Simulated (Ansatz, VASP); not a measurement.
# Cross-check of PbC between VASP and Ansatz, part 2 of 2

One calculation is typed for both programs; each brings its own data sets. How far apart do they land? The cell is generated by rule, not measured, and may not be a known phase. Of the first pair: The two relaxations start from unlike cells of this crystal (the structure described is Ansatz's start), so only their ends are compared.

VASP 6.6.1 and Ansatz 0.2.0.

So far: Starting point; Ansatz: relaxation of cell and atoms, LDA, pair 1; VASP: relaxation of cell and atoms, LDA, pair 1; Differences; Ansatz: relaxation of cell and atoms, LDA, pair 2.

### Step 6. VASP: relaxation of cell and atoms, LDA, pair 2

Level of this step: LDA; plane waves and PAW (Pb_d, C); invented cell (VASP).

The same cell, functional (in two slightly different forms), mesh and smearing now go to VASP, with its own data sets.

INCAR reads:

```
SYSTEM = PbC
PREC = Accurate
ENCUT = 600
EDIFF = 1E-07
NELM = 120
ISMEAR = 0
SIGMA = 0.1
LREAL = .FALSE.
ALGO = Normal
GGA = PW92
NBANDS = 15
LORBIT = 11
LWAVE = .FALSE.
LCHARG = .FALSE.
ISIF = 3
IBRION = 2
NSW = 80
EDIFFG = -0.005
LASPH = .TRUE.
GGA_COMPAT = .FALSE.
NELMIN = 4
KPAR = 2
```

POSCAR reads:

```
PbC
1.0
    3.1792620000      0.0000000000      0.0000000000
    0.0000000000      3.1792620000      0.0000000000
    0.0000000000      0.0000000000      3.1792620000
Pb C
1 1
Direct
    0.0000000000      0.0000000000      0.0000000000
    0.5000000000      0.5000000000      0.5000000000
```

KPOINTS reads:

```
Automatic mesh
0
Gamma
12 12 12
0 0 0
```

Potentials, in the order of the species: Pb_d and C (LDA family, release 64).

Launch:

```bash
mpirun -np 2 vasp_std
```

Numbers of over 12 decimals in the logs are rounded to 6 here.

Log:

```text
[banner, memory and clock lines left out]
running    2 mpi-ranks, on    1 nodes
[...]
[... a notice as in an earlier step ...]

 LDA part: xc-table for (Slater(with rela. corr.)+PW92), standard interpolation
 POSCAR, INCAR and KPOINTS ok, starting setup
[...]
entering main loop
       N       E                     dE             d eps       ncg     rms          rms(c)
DAV:   1     0.134678167700E+03    0.13468E+03   -0.99926E+03  2541   0.159E+03
DAV:   2    -0.280040441315E+01   -0.13748E+03   -0.13216E+03  2814   0.363E+02
DAV:   3    -0.100636729293E+02   -0.72633E+01   -0.71130E+01  3150   0.830E+01
DAV:   4    -0.102319949289E+02   -0.16832E+00   -0.16802E+00  3012   0.131E+01
[...]
DAV:  11    -0.974352241194E+01    0.36599E-05   -0.19235E-05  3227   0.336E-02    0.505E-03
DAV:  12    -0.974352216370E+01    0.24824E-06   -0.16770E-06  2993   0.768E-03    0.942E-04
DAV:  13    -0.974352216946E+01   -0.57632E-08   -0.68196E-08  2142   0.243E-03
   1 F= -.97435222E+01 E0= -.97402582E+01  d E =-.974352E+01
[...]
DAV:   6    -0.974409413698E+01    0.99475E-07   -0.44640E-06  3943   0.230E-02    0.284E-03
DAV:   7    -0.974409354972E+01    0.58726E-06   -0.22549E-06  2845   0.104E-02    0.271E-04
DAV:   8    -0.974409355438E+01   -0.46639E-08   -0.54603E-08  2254   0.222E-03
   2 F= -.97440936E+01 E0= -.97408081E+01  d E =-.571385E-03
 trial-energy change:   -0.000571  1 .order   -0.000583   -0.002318    0.001152
 step:   0.6635(harm=  0.6680)  dis= 0.00000  next Energy=    -9.744288 (dE=-0.766E-03)
[...]
N       E                     dE             d eps       ncg     rms          rms(c)
DAV:   1    -0.974742768063E+01   -0.33341E-02   -0.93830E-02  3164   0.602E+00    0.296E-01
DAV:   2    -0.974471253808E+01    0.27151E-02   -0.51466E-03  3157   0.155E+00    0.110E-01
DAV:   3    -0.974428298414E+01    0.42955E-03   -0.16527E-03  3246   0.801E-01    0.113E-02
DAV:   4    -0.974428552843E+01   -0.25443E-05   -0.30423E-05  2779   0.573E-02    0.748E-03
DAV:   5    -0.974428666875E+01   -0.11403E-05   -0.84810E-06  2844   0.231E-02    0.168E-03
DAV:   6    -0.974428665906E+01    0.96820E-08   -0.57318E-07  3784   0.896E-03
   3 F= -.97442867E+01 E0= -.97410105E+01  d E =-.764490E-03
[...]
reached required accuracy - stopping structural energy minimisation
```

Parts of OUTCAR (step 6):

```text
  Total        0.0034989      0.0034989      0.0034989      0.0000000      0.0000000      0.0000000
  in kB        0.1729584      0.1729584      0.1729584      0.0000000      0.0000000      0.0000000
  external PRESSURE =       0.1729584 kB  Pullay stress =       0.0000000 kB

 POSITION                                       TOTAL-FORCE (eV/Angst)
 -----------------------------------------------------------------------------------
      0.00000      0.00000      0.00000        -0.000000     -0.000000      0.000000
      1.59418      1.59418      1.59418         0.000000      0.000000      0.000000
 -----------------------------------------------------------------------------------
    total drift:                               -0.000000      0.000000     -0.000000

  FREE ENERGIE OF THE ION-ELECTRON SYSTEM (eV)
  ---------------------------------------------------
  free  energy   TOTEN  =        -9.7442866591 eV

  energy  without entropy=       -9.7377343634  energy(sigma->0) =       -9.74101051

[... 1 part as in an earlier step ...]

[... 3 further parts left out ...]
[key lines of the parts left out:]
E-fermi :   8.1632
```

### Step 7. Comparison

Compared:

| quantity | Ansatz | VASP | difference |
| --- | --- | --- | --- |
| volume (Å³) | 32.37 | 32.41 | -0.13 % |
| edge a after relaxation, in the typed setting (Å) | 3.187 | 3.188 | -0.04 % |

### Step 8. VASP: relaxation of cell and atoms, LDA, pair 3

The relaxed volume is the usual yardstick between codes: in a stiff, nearly cubic crystal its relative difference is about their pressure difference at one cell divided by the bulk modulus.

INCAR: that of step 6 with these lines changed.

```diff
@@ -5,4 +5,4 @@
 NELM = 120
-ISMEAR = 0
-SIGMA = 0.1
+ISMEAR = 1
+SIGMA = 0.15
 LREAL = .FALSE.
```

POSCAR reads:

```
PbC
1.0
    3.1869510000      0.0000000000      0.0000000000
    0.0000000000      3.1869510000      0.0000000000
    0.0000000000      0.0000000000      3.1869510000
Pb C
1 1
Direct
    0.0000000000      0.0000000000      0.0000000000
    0.5000000000      0.5000000000      0.5000000000
```

KPOINTS is that of step 6.

Launch:

```bash
mpirun -np 2 vasp_std
```

Log:

```text
[... set-up lines as in an earlier step ...]
 entering main loop
       N       E                     dE             d eps       ncg     rms          rms(c)
DAV:   1     0.139468717836E+03    0.13947E+03   -0.98348E+03  2520   0.159E+03
DAV:   2    -0.238846367130E+01   -0.14186E+03   -0.13643E+03  2765   0.365E+02
DAV:   3    -0.100425988567E+02   -0.76541E+01   -0.74778E+01  3130   0.848E+01
DAV:   4    -0.102208050832E+02   -0.17821E+00   -0.17784E+00  2996   0.134E+01
[...]
DAV:  11    -0.974131394865E+01    0.41297E-05   -0.20800E-05  3199   0.336E-02    0.511E-03
DAV:  12    -0.974131369085E+01    0.25781E-06   -0.17470E-06  3016   0.767E-03    0.982E-04
DAV:  13    -0.974131369581E+01   -0.49590E-08   -0.69511E-08  2128   0.240E-03
   1 F= -.97413137E+01 E0= -.97410777E+01  d E =-.974131E+01
[...]
N       E                     dE             d eps       ncg     rms          rms(c)
DAV:   1    -0.974201328216E+01   -0.69959E-03   -0.20676E-02  3171   0.285E+00    0.138E-01
DAV:   2    -0.974142068911E+01    0.59259E-03   -0.11287E-03  3171   0.721E-01    0.517E-02
DAV:   3    -0.974132619886E+01    0.94490E-04   -0.36497E-04  3275   0.376E-01    0.530E-03
DAV:   4    -0.974132674144E+01   -0.54258E-06   -0.67013E-06  2786   0.271E-02    0.350E-03
DAV:   5    -0.974132697456E+01   -0.23311E-06   -0.18503E-06  2920   0.108E-02    0.771E-04
DAV:   6    -0.974132696873E+01    0.58265E-08   -0.84919E-08  2584   0.392E-03
   2 F= -.97413270E+01 E0= -.97410846E+01  d E =-.132729E-04
 trial-energy change:   -0.000013  1 .order   -0.000012   -0.000057    0.000033
 step:   0.6520(harm=  0.6306)  dis= 0.00000  next Energy=    -9.741333 (dE=-0.190E-04)
[...]
N       E                     dE             d eps       ncg     rms          rms(c)
DAV:   1    -0.974141528163E+01   -0.88307E-04   -0.24951E-03  3199   0.984E-01    0.482E-02
DAV:   2    -0.974134345224E+01    0.71829E-04   -0.13655E-04  3185   0.252E-01    0.180E-02
DAV:   3    -0.974133202568E+01    0.11427E-04   -0.44030E-05  3261   0.131E-01    0.184E-03
DAV:   4    -0.974133209156E+01   -0.65881E-07   -0.81498E-07  2807   0.941E-03
   3 F= -.97413321E+01 E0= -.97410920E+01  d E =-.183958E-04
[...]
reached required accuracy - stopping structural energy minimisation
```

OUTCAR, selected parts (step 8):

```text
  Total       -0.0053285     -0.0053285     -0.0053285     -0.0000000      0.0000000     -0.0000000
  in kB       -0.2633974     -0.2633974     -0.2633974     -0.0000000      0.0000000     -0.0000000
  external PRESSURE =      -0.2633974 kB  Pullay stress =       0.0000000 kB

 POSITION                                       TOTAL-FORCE (eV/Angst)
 -----------------------------------------------------------------------------------
      0.00000      0.00000      0.00000         0.000000      0.000000      0.000000
      1.59418      1.59418      1.59418        -0.000000     -0.000000      0.000000
 -----------------------------------------------------------------------------------
    total drift:                               -0.000000      0.000000     -0.000000

  FREE ENERGIE OF THE ION-ELECTRON SYSTEM (eV)
  ---------------------------------------------------
  free  energy   TOTEN  =        -9.7413320916 eV

  energy  without entropy=       -9.7406118644  energy(sigma->0) =       -9.74109202

[... 2 parts as in an earlier step ...]

[... 2 further parts left out ...]
[key lines of the parts left out:]
E-fermi :   8.1624
```

### Step 9. Ansatz: relaxation of cell and atoms, LDA, pair 3

The same cell, functional (in two slightly different forms), mesh and smearing now go to Ansatz, which takes its cutoff from its data sets.

The cell is taken from a series of runs on this material, whose earlier steps may have relaxed, scaled, displaced or heated it; both programs get it as it stands.

input.yaml reads:

```yaml
crystal:
  lattice:
    - [3.1869511791, 0.0, 0.0]
    - [0.0, 3.1869511791, 0.0]
    - [0.0, 0.0, 3.1869511791]
  atoms:
    - { symbol: Pb, position: [0.0, 0.0, 0.0] }
    - { symbol: C, position: [0.5, 0.5, 0.5] }
kpoints:
  mp_grid: { grid: [12, 12, 12] }
hamiltonian:
  xc: lda
scf:
  occupations: { method: methfessel_paxton, width: 0.15 }
output:
  forces: true
  stress: true
  eigenvalues: true
relax:
  adjacent_minimum: "off"
  f_tol: 0.001
  max_steps: 60
  cell: { stress_tol: 0.01 }
```

Launch:

```bash
ansatz run input.yaml --threads 4 --pin off --max-ram 7168MiB --backend cpu --events-out ev --progress --plain --runs-dir out
```

Log:

```text
[...]
Crystal: 2 atoms, lattice volume = 32.369 Å³
Basis set: ecut = 420 eV, 619 PW (Γ)
Bands: 13, of which v1, the nominal top of the filled ones, is band 9 counted from 1 (8 counted from 0)
Symmetry: 48 space group operations
[...]
k-points: 84 of 1728
[...]
k-point 83: bands = [... 5 lower, 4.3648, 8.1621, 10.7073, 10.7073, 10.7073, 11.8549, 11.8549, 11.8549, ... 4 higher]
--- Relaxed structure (3 steps of the walk, 2 accepted, 1 SCFs on fresh bases) ---
[...]
cell:  # Å, volume = 32.3637 Å³
    - [3.186786, 0.0, 0.0]
    - [0.0, 3.186786, 0]
    - [0.0, 0, 3.186786]
  atoms:
    - { symbol: Pb, position: [0, 0, 0] }
    - { symbol: C, position: [0.5, 0.5, 0.5] }
[key lines of the parts left out:]
SCF converged after 5 iterations
Free energy (F): -11840.693253 eV
Fermi energy:    12.127671 eV
P = ⅓ Tr σ = -0.0003 GPa (-0.003 kbar)
```

### Step 10. Differences

Both answers:

| quantity | Ansatz | VASP | difference |
| --- | --- | --- | --- |
| volume (Å³) | 32.36 | 32.41 | -0.15 % |
| edge a after relaxation, in the typed setting (Å) | 3.187 | 3.188 | -0.05 % |

### Step 11. What came out

| Item | Value |
| --- | --- |
| difference in volume (relaxation of cell and atoms, LDA, pair 1) | -0.14 % |
| difference in volume (relaxation of cell and atoms, LDA, pair 2) | -0.13 % |
| difference in volume (relaxation of cell and atoms, LDA, pair 3) | -0.15 % |

In words: The difference in volume is -0.15 % (relaxation of cell and atoms, LDA, pair 3), within the 1.2 % picked in this series as the mark of a large difference, as far as the stopping tolerances let one tell. 1 further pair of this series is not shown here. Such differences can come from data sets, numerical settings and the points named under the comparisons, not from the functional's error against experiment.

[Lines on the potential files, build, host, timing and source positions are cut from VASP's logs without a mark.]

[Logs are printed without paths, hosts, clocks, repeated set-up lines and the standing remarks that a program may print on its own settings, such as how far it seeks lower states.]

[Hosts, paths, dates, database ids (printed as entryN), source tags and the programs' standing remarks are cut or masked in the printed files.]
